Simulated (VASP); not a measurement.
All values below come from PBEsol GGA, VASP's PBE PAW potentials (set 64) (plane waves; VASP).

The input files of a VASP run:

### POSCAR
```
V(211) slab
1.0
  2.5618735005   0.0000000000   0.0000000000
  0.0000000000   4.1835217738   0.0000000000
  0.0000000000   0.0000000000  24.3059683516
V
8
Cartesian
  0.8539569795   3.1376413304   7.9261033616
  1.7079165210   1.0458804434   9.1337940110
  2.5618735005   3.1376413304  10.3414603546
  0.8539569795   1.0458804434  11.5491510040
  1.7079165210   3.1376413304  12.7568173476
  0.0000000000   1.0458804434  13.9645079970
  0.8539569795   3.1376413304  15.1721743406
  1.7079165210   1.0458804434  16.3798649900
```

**INCAR**
```
SYSTEM = V(211) slab
PREC = Normal
ENCUT = 400
EDIFF = 1E-5
NELM = 100
ALGO = Normal
LREAL = .FALSE.
LASPH = .TRUE.
ISMEAR = 1
SIGMA = 0.1
GGA = PS
LMAXMIX = 4
LWAVE = .TRUE.
LCHARG = .FALSE.
NELMIN = 4
LDIPOL = .TRUE.
IDIPOL = 3
DIPOL = 0.5 0.5 0.5
IBRION = 2
ISIF = 2
NSW = 50
EDIFFG = -0.03
```

KPOINTS:
```
Automatic mesh
0
Gamma
11 7 1
0 0 0
```

POTCAR, in this order: V_sv (PBE.64 set). Program: vasp_std.

Problem. What will the output report for the number of irreducible k-points (NKPTS), largest plane-wave count, number of space-group operations, FFT grid (NGX, NGY, NGZ)?

Solution. 
number of irreducible k-points (NKPTS): 24
largest plane-wave count: 4764
number of space-group operations: 4
FFT grid (NGX, NGY, NGZ): 14 × 20 × 120

The cell is a thin slab with vacuum, built from V (bcc): (211) face. The run is not spin-polarised, so no magnetic state was tried.
